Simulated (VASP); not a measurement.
# A VASP study of BAs (r2SCAN + rVV10): structure first, properties next, part 5 of 8

Aim: relax BAs with r2SCAN + rVV10, compute its properties on that cell and hold them against experiment. The start is a cell from a database of measured crystal structures.

VASP 6.6.1, plane waves and PAW; the level of theory is named at each step.

So far, least gap on mesh and path (eV): step 4 (bands along the symmetry lines (r2SCAN + rVV10)) 1.33. The relaxed cell has a = 4.780 Å (conventional setting).

## Step 8: Response to an electric field (r2SCAN + rVV10)

Level of this step: r2SCAN with rVV10; plane waves and PAW (B, As) (VASP).

The response to a static field gives the electronic dielectric tensor and the Born charges. It needs tightly converged orbitals, hence the small EDIFF.

File INCAR:

```
SYSTEM = BAs
PREC = Accurate
ENCUT = 420
EDIFF = 1E-07
NELM = 100
ISMEAR = 0
SIGMA = 0.01
LREAL = .FALSE.
ALGO = Normal
METAGGA = R2SCAN
LUSE_VDW = .TRUE.
IVDW_NL = 2
BPARAM = 11.95
CPARAM = 0.0093
LASPH = .TRUE.
NBANDS = 10
LORBIT = 11
LWAVE = .FALSE.
LCHARG = .FALSE.
LCALCEPS = .TRUE.
LPEAD = .TRUE.
```

File POSCAR:

```
BAs
1.0
    0.0000000000      2.3898420644      2.3898420644
    2.3898420644      0.0000000000      2.3898420644
    2.3898420644      2.3898420644      0.0000000000
B As
1 1
Direct
    0.0000000000      0.0000000000      0.0000000000
    0.2500000000      0.2500000000      0.2500000000
```

File KPOINTS:

```
Automatic mesh
0
Gamma
6 6 6
0 0 0
```

The projector-augmented-wave data sets are B and As (PBE family, release 64).

On the command line:

```sh
$ mpirun -np 2 vasp_std
```

Output:

```text
[... set-up lines as in an earlier step ...]
 entering main loop
       N       E                     dE             d eps       ncg     rms          rms(c)
Total rVV10 correction in eV:      0.0897774    10.0781823
DAV:   1    -0.820904932957E+00   -0.82090E+00   -0.34340E+03   320   0.607E+02
DAV:   2    -0.231007080087E+02   -0.22280E+02   -0.21341E+02   440   0.104E+02
DAV:   3    -0.237183899497E+02   -0.61768E+00   -0.61689E+00   368   0.164E+01
DAV:   4    -0.237198114767E+02   -0.14215E-02   -0.14215E-02   394   0.945E-01
DAV:   5    -0.237198140930E+02   -0.26163E-05   -0.26162E-05   374   0.338E-02    0.498E+00
Total rVV10 correction in eV:      0.0983087    10.0781822
DAV:   6    -0.221567921750E+02    0.15630E+01   -0.97826E-01   340   0.539E+00    0.281E+00
Total rVV10 correction in eV:      0.1085138    10.0781822
DAV:   7    -0.221216999870E+02    0.35092E-01   -0.18916E-01   396   0.238E+00    0.962E-01
Total rVV10 correction in eV:      0.1156734    10.0781822
DAV:   8    -0.221185708049E+02    0.31292E-02   -0.16173E-02   354   0.973E-01    0.912E-02
Total rVV10 correction in eV:      0.1161728    10.0781822
DAV:   9    -0.221187346754E+02   -0.16387E-03   -0.35979E-04   382   0.150E-01    0.464E-02
Total rVV10 correction in eV:      0.1164814    10.0781822
DAV:  10    -0.221187816249E+02   -0.46950E-04   -0.31480E-05   350   0.553E-02    0.165E-02
Total rVV10 correction in eV:      0.1165590    10.0781822
DAV:  11    -0.221187818798E+02   -0.25488E-06   -0.53422E-06   368   0.212E-02    0.775E-03
Total rVV10 correction in eV:      0.1165673    10.0781822
DAV:  12    -0.221187824305E+02   -0.55063E-06   -0.13414E-07   352   0.280E-03    0.796E-04
Total rVV10 correction in eV:      0.1165646    10.0781822
DAV:  13    -0.221187825990E+02   -0.16851E-06   -0.13561E-08   208   0.843E-04    0.879E-04
Total rVV10 correction in eV:      0.1165653    10.0781822
DAV:  14    -0.221187825786E+02    0.20358E-07   -0.91771E-10   208   0.275E-04
 -----------------------------------------------------------------------------
|                                                                             |
|           W    W    AA    RRRRR   N    N  II  N    N   GGGG   !!!           |
|           W    W   A  A   R    R  NN   N  II  NN   N  G    G  !!!           |
|           W    W  A    A  R    R  N N  N  II  N N  N  G       !!!           |
|           W WW W  AAAAAA  RRRRR   N  N N  II  N  N N  G  GGG   !            |
|           WW  WW  A    A  R   R   N   NN  II  N   NN  G    G                |
|           W    W  A    A  R    R  N    N  II  N    N   GGGG   !!!           |
|                                                                             |
|     One or more components of EFIELD_PEAD are too large for comfort. In     |
|     all probability, you are too near to the onset of Zener tunneling.      |
|                                                                             |
|          e |E dot A_1| =  0.00000 > 1/10, E_g/N_1 =  0.02386                |
|          e |E dot A_2| =  0.02390 > 1/10, E_g/N_2 =  0.02386                |
|          e |E dot A_3| =  0.02390 > 1/10, E_g/N_3 =  0.02386                |
|                                                                             |
|     Possible SOLUTIONS:                                                     |
|      ) Choose a smaller electric field.                                     |
|      ) Use a less dense grid of k-points.                                   |
|                                                                             |
 -----------------------------------------------------------------------------

       N       E                     dE             d eps       ncg     rms          rms(c)
SDA:   1    -0.221187826422E+02   -0.22119E+02   -0.33813E-11   680   0.845E-11   0.000E+00
Total rVV10 correction in eV:      0.1165653    10.0781822
DMP:   2    -0.221187826439E+02   -0.16195E-08   -0.88600E-11   680   0.207E-10   0.380E-11
 final diagonalization occupied
 p_tot=(  0.598E+01  0.598E+01  0.598E+01 )
Total rVV10 correction in eV:      0.1165652    10.0781822
       N       E                     dE             d eps       ncg     rms          rms(c)
Total rVV10 correction in eV:      0.1165653    10.0781822
 p_tot=(  0.598E+01  0.598E+01  0.598E+01 )
dp_tot=(  0.000E+00  0.000E+00  0.000E+00 )  diag[e(oo)]=(  1.00000    ---      ---   )
SDA:   1    -0.221188745884E+02   -0.91946E-04   -0.27828E-04   680   0.696E-04   0.000E+00
Total rVV10 correction in eV:      0.1165651    10.0781822
 p_tot=(  0.599E+01  0.598E+01  0.598E+01 )
dp_tot=(  0.278E-02  0.783E-05  0.783E-05 )  diag[e(oo)]=(  2.84467    ---      ---   )
DMP:   2    -0.221188977680E+02   -0.23180E-04   -0.22908E-04   680   0.332E-04   0.463E-04
Total rVV10 correction in eV:      0.1165649    10.0781822
 p_tot=(  0.599E+01  0.598E+01  0.598E+01 )
dp_tot=(  0.608E-02  0.172E-04  0.172E-04 )  diag[e(oo)]=(  5.03156    ---      ---   )
DMP:   3    -0.221189150680E+02   -0.17300E-04   -0.11678E-04   680   0.140E-04   0.292E-04
Total rVV10 correction in eV:      0.1165648    10.0781822
 p_tot=(  0.599E+01  0.598E+01  0.598E+01 )
dp_tot=(  0.864E-02  0.246E-04  0.246E-04 )  diag[e(oo)]=(  6.72788    ---      ---   )
DMP:   4    -0.221189238793E+02   -0.88113E-05   -0.66172E-05   680   0.882E-05   0.149E-04
Total rVV10 correction in eV:      0.1165647    10.0781822
 p_tot=(  0.599E+01  0.598E+01  0.598E+01 )
dp_tot=(  0.102E-01  0.292E-04  0.291E-04 )  diag[e(oo)]=(  7.74618    ---      ---   )
DMP:   5    -0.221189291612E+02   -0.52819E-05   -0.41215E-05   680   0.517E-05   0.987E-05
Total rVV10 correction in eV:      0.1165647    10.0781822
 p_tot=(  0.599E+01  0.598E+01  0.598E+01 )
dp_tot=(  0.110E-01  0.317E-04  0.317E-04 )  diag[e(oo)]=(  8.26039    ---      ---   )
DMP:   6    -0.221189323980E+02   -0.32367E-05   -0.21233E-05   680   0.225E-05   0.588E-05
Total rVV10 correction in eV:      0.1165647    10.0781822
 p_tot=(  0.600E+01  0.598E+01  0.598E+01 )
dp_tot=(  0.113E-01  0.331E-04  0.331E-04 )  diag[e(oo)]=(  8.51915    ---      ---   )
DMP:   7    -0.221189339881E+02   -0.15902E-05   -0.93129E-06   680   0.956E-06   0.264E-05
Total rVV10 correction in eV:      0.1165647    10.0781822
 p_tot=(  0.600E+01  0.598E+01  0.598E+01 )
dp_tot=(  0.116E-01  0.340E-04  0.340E-04 )  diag[e(oo)]=(  8.69008    ---      ---   )
DMP:   8    -0.221189346706E+02   -0.68247E-06   -0.42476E-06   680   0.499E-06   0.108E-05
Total rVV10 correction in eV:      0.1165647    10.0781822
 p_tot=(  0.600E+01  0.598E+01  0.598E+01 )
dp_tot=(  0.118E-01  0.349E-04  0.349E-04 )  diag[e(oo)]=(  8.83580    ---      ---   )
[...]
p_tot=(  0.598E+01  0.599E+01  0.598E+01 )
dp_tot=(  0.268E-04  0.102E-01  0.280E-04 )  diag[e(oo)]=(    ---    7.74612    ---   )
DMP:   5    -0.221189291510E+02   -0.52818E-05   -0.41214E-05   680   0.517E-05   0.987E-05
Total rVV10 correction in eV:      0.1165647    10.0781822
 p_tot=(  0.598E+01  0.599E+01  0.598E+01 )
dp_tot=(  0.284E-04  0.110E-01  0.301E-04 )  diag[e(oo)]=(    ---    8.26033    ---   )
DMP:   6    -0.221189323877E+02   -0.32366E-05   -0.21232E-05   680   0.225E-05   0.588E-05
Total rVV10 correction in eV:      0.1165647    10.0781822
 p_tot=(  0.598E+01  0.600E+01  0.598E+01 )
dp_tot=(  0.291E-04  0.113E-01  0.311E-04 )  diag[e(oo)]=(    ---    8.51909    ---   )
DMP:   7    -0.221189339777E+02   -0.15901E-05   -0.93123E-06   680   0.956E-06   0.264E-05
Total rVV10 correction in eV:      0.1165647    10.0781822
 p_tot=(  0.598E+01  0.600E+01  0.598E+01 )
dp_tot=(  0.297E-04  0.116E-01  0.319E-04 )  diag[e(oo)]=(    ---    8.69001    ---   )
DMP:   8    -0.221189346601E+02   -0.68242E-06   -0.42473E-06   680   0.499E-06   0.108E-05
Total rVV10 correction in eV:      0.1165647    10.0781822
 p_tot=(  0.598E+01  0.600E+01  0.598E+01 )
dp_tot=(  0.303E-04  0.118E-01  0.327E-04 )  diag[e(oo)]=(    ---    8.83573    ---   )
DMP:   9    -0.221189349718E+02   -0.31169E-06   -0.20608E-06   680   0.257E-06   0.497E-06
Total rVV10 correction in eV:      0.1165647    10.0781822
 p_tot=(  0.598E+01  0.600E+01  0.598E+01 )
dp_tot=(  0.309E-04  0.120E-01  0.334E-04 )  diag[e(oo)]=(    ---    8.95677    ---   )
DMP:  10    -0.221189351206E+02   -0.14876E-06   -0.98250E-07   680   0.127E-06   0.229E-06
Total rVV10 correction in eV:      0.1165646    10.0781822
 p_tot=(  0.598E+01  0.600E+01  0.598E+01 )
dp_tot=(  0.314E-04  0.121E-01  0.339E-04 )  diag[e(oo)]=(    ---    9.03962    ---   )
DMP:  11    -0.221189351912E+02   -0.70655E-07   -0.51694E-07   680   0.728E-07   0.109E-06
 final diagonalization full
 p_tot=(  0.598E+01  0.600E+01  0.598E+01 )
dp_tot=(  0.318E-04  0.122E-01  0.343E-04 )  diag[e(oo)]=(    ---    9.08149    ---   )
Total rVV10 correction in eV:      0.1165646    10.0781822
Total rVV10 correction in eV:      0.1165652    10.0781822
 -----------------------------------------------------------------------------
|                                                                             |
|           W    W    AA    RRRRR   N    N  II  N    N   GGGG   !!!           |
|           W    W   A  A   R    R  NN   N  II  NN   N  G    G  !!!           |
|           W    W  A    A  R    R  N N  N  II  N N  N  G       !!!           |
|           W WW W  AAAAAA  RRRRR   N  N N  II  N  N N  G  GGG   !            |
|           WW  WW  A    A  R   R   N   NN  II  N   NN  G    G                |
|           W    W  A    A  R    R  N    N  II  N    N   GGGG   !!!           |
|                                                                             |
|     One or more components of EFIELD_PEAD are too large for comfort. In     |
|     all probability, you are too near to the onset of Zener tunneling.      |
|                                                                             |
|          e |E dot A_1| =  0.02390 > 1/10, E_g/N_1 =  0.02386                |
|          e |E dot A_2| =  0.02390 > 1/10, E_g/N_2 =  0.02386                |
|          e |E dot A_3| =  0.00000 > 1/10, E_g/N_3 =  0.02386                |
|                                                                             |
|     Possible SOLUTIONS:                                                     |
|      ) Choose a smaller electric field.                                     |
|      ) Use a less dense grid of k-points.                                   |
|                                                                             |
 -----------------------------------------------------------------------------

       N       E                     dE             d eps       ncg     rms          rms(c)
Total rVV10 correction in eV:      0.1165652    10.0781822
SDA:   1    -0.221187823450E+02    0.15278E-03   -0.19484E-08   680   0.487E-08   0.000E+00
Total rVV10 correction in eV:      0.1165652    10.0781822
DMP:   2    -0.221187826588E+02   -0.31389E-06   -0.92801E-10   680   0.887E-09  -0.171E-08
Total rVV10 correction in eV:      0.1165652    10.0781822
DMP:   3    -0.221187826588E+02    0.20975E-10   -0.31067E-09   680   0.731E-09   0.120E-09
 final diagonalization occupied
 p_tot=(  0.598E+01  0.598E+01  0.598E+01 )
Total rVV10 correction in eV:      0.1165652    10.0781822
       N       E                     dE             d eps       ncg     rms          rms(c)
Total rVV10 correction in eV:      0.1165653    10.0781822
 p_tot=(  0.598E+01  0.598E+01  0.598E+01 )
dp_tot=(  0.000E+00  0.000E+00  0.000E+00 )  diag[e(oo)]=(    ---      ---    1.00000 )
SDA:   1    -0.221188746035E+02   -0.91945E-04   -0.27829E-04   680   0.696E-04   0.000E+00
Total rVV10 correction in eV:      0.1165651    10.0781822
 p_tot=(  0.598E+01  0.598E+01  0.599E+01 )
dp_tot=(  0.770E-05  0.758E-05  0.278E-02 )  diag[e(oo)]=(    ---      ---    2.84467 )
DMP:   2    -0.221188977836E+02   -0.23180E-04   -0.22908E-04   680   0.332E-04   0.463E-04
Total rVV10 correction in eV:      0.1165649    10.0781822
 p_tot=(  0.598E+01  0.598E+01  0.599E+01 )
dp_tot=(  0.168E-04  0.164E-04  0.608E-02 )  diag[e(oo)]=(    ---      ---    5.03156 )
DMP:   3    -0.221189150838E+02   -0.17300E-04   -0.11678E-04   680   0.140E-04   0.292E-04
Total rVV10 correction in eV:      0.1165648    10.0781822
 p_tot=(  0.598E+01  0.598E+01  0.599E+01 )
dp_tot=(  0.237E-04  0.230E-04  0.864E-02 )  diag[e(oo)]=(    ---      ---    6.72787 )
DMP:   4    -0.221189238951E+02   -0.88114E-05   -0.66172E-05   680   0.882E-05   0.149E-04
Total rVV10 correction in eV:      0.1165647    10.0781822
 p_tot=(  0.598E+01  0.598E+01  0.599E+01 )
dp_tot=(  0.278E-04  0.267E-04  0.102E-01 )  diag[e(oo)]=(    ---      ---    7.74617 )
DMP:   5    -0.221189291771E+02   -0.52819E-05   -0.41215E-05   680   0.517E-05   0.987E-05
Total rVV10 correction in eV:      0.1165647    10.0781822
 p_tot=(  0.598E+01  0.598E+01  0.599E+01 )
dp_tot=(  0.299E-04  0.283E-04  0.110E-01 )  diag[e(oo)]=(    ---      ---    8.26039 )
DMP:   6    -0.221189324139E+02   -0.32368E-05   -0.21233E-05   680   0.225E-05   0.588E-05
Total rVV10 correction in eV:      0.1165647    10.0781822
 p_tot=(  0.598E+01  0.598E+01  0.600E+01 )
dp_tot=(  0.309E-04  0.290E-04  0.113E-01 )  diag[e(oo)]=(    ---      ---    8.51914 )
DMP:   7    -0.221189340040E+02   -0.15901E-05   -0.93130E-06   680   0.956E-06   0.264E-05
Total rVV10 correction in eV:      0.1165647    10.0781822
 p_tot=(  0.598E+01  0.598E+01  0.600E+01 )
dp_tot=(  0.317E-04  0.295E-04  0.116E-01 )  diag[e(oo)]=(    ---      ---    8.69007 )
DMP:   8    -0.221189346865E+02   -0.68250E-06   -0.42477E-06   680   0.499E-06   0.108E-05
Total rVV10 correction in eV:      0.1165647    10.0781822
 p_tot=(  0.598E+01  0.598E+01  0.600E+01 )
dp_tot=(  0.324E-04  0.301E-04  0.118E-01 )  diag[e(oo)]=(    ---      ---    8.83580 )
DMP:   9    -0.221189349982E+02   -0.31176E-06   -0.20610E-06   680   0.257E-06   0.497E-06
Total rVV10 correction in eV:      0.1165647    10.0781822
 p_tot=(  0.598E+01  0.598E+01  0.600E+01 )
dp_tot=(  0.331E-04  0.308E-04  0.120E-01 )  diag[e(oo)]=(    ---      ---    8.95684 )
DMP:  10    -0.221189351470E+02   -0.14874E-06   -0.98257E-07   680   0.127E-06   0.229E-06
Total rVV10 correction in eV:      0.1165646    10.0781822
 p_tot=(  0.598E+01  0.598E+01  0.600E+01 )
dp_tot=(  0.337E-04  0.313E-04  0.121E-01 )  diag[e(oo)]=(    ---      ---    9.03970 )
DMP:  11    -0.221189352176E+02   -0.70635E-07   -0.51697E-07   680   0.728E-07   0.109E-06
 final diagonalization full
 p_tot=(  0.598E+01  0.598E+01  0.600E+01 )
dp_tot=(  0.341E-04  0.317E-04  0.122E-01 )  diag[e(oo)]=(    ---      ---    9.08156 )
Total rVV10 correction in eV:      0.1165646    10.0781822
Total rVV10 correction in eV:      0.1165652    10.0781822
Total rVV10 correction in eV:      0.1165652    10.0781822
Total rVV10 correction in eV:      0.1165652    10.0781822
   1 F= -.22118935E+02 E0= -.22118935E+02  d E =-.663923E-16
```

The job ended after 2.3 min (2 MPI ranks of Intel Xeon 6975P-C (Granite Rapids), shared host; peak memory 0.41 GiB; 4.5 min of CPU time).

Parts of OUTCAR (step 8):

```text
   k-points           NKPTS =     16   k-points in BZ     NKDIM =     16   number of bands    NBANDS=     10

   NELECT =       8.0000    total number of electrons

            Ionic dipole moment: p[ion]=(     5.97461     5.97461     5.97461 ) |e| Angst

 Total electronic dipole moment: p[elc]=(     0.00923     0.00923     0.02139 ) |e| Angst

 MACROSCOPIC STATIC DIELECTRIC TENSOR (including local field effects)
 ------------------------------------------------------
           9.081540    -0.000000     0.000000
           0.000000     9.081540    -0.000000
           0.000000     0.000000     9.081540
 ------------------------------------------------------

 PIEZOELECTRIC TENSOR (including local field effects) (C/m^2)
          XX          YY          ZZ          XY          YZ          ZX
  --------------------------------------------------------------------------------
  x    -0.00000     0.00000     0.00000     0.00000     0.00616     0.00000
  y    -0.00000     0.00000    -0.00000     0.00000     0.00000     0.00616
  z     0.00000     0.00000    -0.00000     0.00616     0.00000     0.00000

 BORN EFFECTIVE CHARGES (including local field effects) (in |e|, cummulative output)
 ---------------------------------------------------------------------------------
 ion    1
    1    -0.40599     0.00000    -0.00000
    2    -0.00000    -0.40599    -0.00000
    3    -0.00000     0.00000    -0.40599
 ion    2
    1     0.40599     0.00000     0.00000
    2     0.00000     0.40599     0.00000
    3     0.00000    -0.00000     0.40599

  Total        0.0074566      0.0074566      0.0074566     -0.0000000      0.0000000     -0.0000000
  in kB        0.4376375      0.4376375      0.4376375     -0.0000000      0.0000000     -0.0000000
  external PRESSURE =       0.4376375 kB  Pullay stress =       0.0000000 kB

[... 7 parts as in an earlier step ...]

[... 4 further parts left out ...]
```

Energies printed during the response cycles are not total energies of the cell. The log warns that the applied field is near the limit of Zener tunnelling for this mesh, so the response is less certain.

This step gave:

```
irreducible k-points : 16
```

Electronic dielectric tensor with local fields:

```
9.08 0.00 0.00
0.00 9.08 0.00
0.00 0.00 9.08
```

Born effective charge (e), principal values of the symmetric part by kind of site:

| atom | atoms with these values | low | middle | high | mean |
| --- | --- | --- | --- | --- | --- |
| B1 | 1 | -0.4060 | -0.4060 | -0.4060 | -0.4060 |
| As2 | 1 | 0.4060 | 0.4060 | 0.4060 | 0.4060 |

In full for B1:

```
-0.4060  0.0000  0.0000
 0.0000 -0.4060  0.0000
 0.0000  0.0000 -0.4060
```

Piezoelectric tensor with clamped ions (C/m²), by row:

| field | xx | yy | zz | xy | yz | zx |
| --- | --- | --- | --- | --- | --- | --- |
| x | 0 | 0 | 0 | 0 | 0.00616 | 0 |
| y | 0 | 0 | 0 | 0 | 0 | 0.00616 |
| z | 0 | 0 | 0 | 0.00616 | 0 | 0 |

The Born charges sum to zero; the printed set may have that rule imposed, so this is no test. Born charges and mode vectors give each infrared mode its dipole; summed over the modes, dipole squared over frequency squared adds 0.0637 to the electronic 9.08, for a mean static constant of 9.15. With one infrared mode the Lyddane-Sachs-Teller relation, LO/TO = (ε0/ε∞)^½, puts the longitudinal line at 705 cm⁻¹. No Born charge exceeds 0.41 e in any direction, so infrared lines are weak.

(Continued in part 6 of 8.)

[Lines on the potential files, build, host, timing and source positions are cut from VASP's logs without a mark.]

[Logs are printed without paths, hosts, clocks, repeated set-up lines and the standing remarks that a program may print on its own settings, such as how far it seeks lower states.]

[Hosts, paths, dates, database ids (printed as entryN), source tags and the programs' standing remarks are cut or masked in the printed files.]

[A measured line is paired with the nearest computed mode of its activity, which favours agreement.]
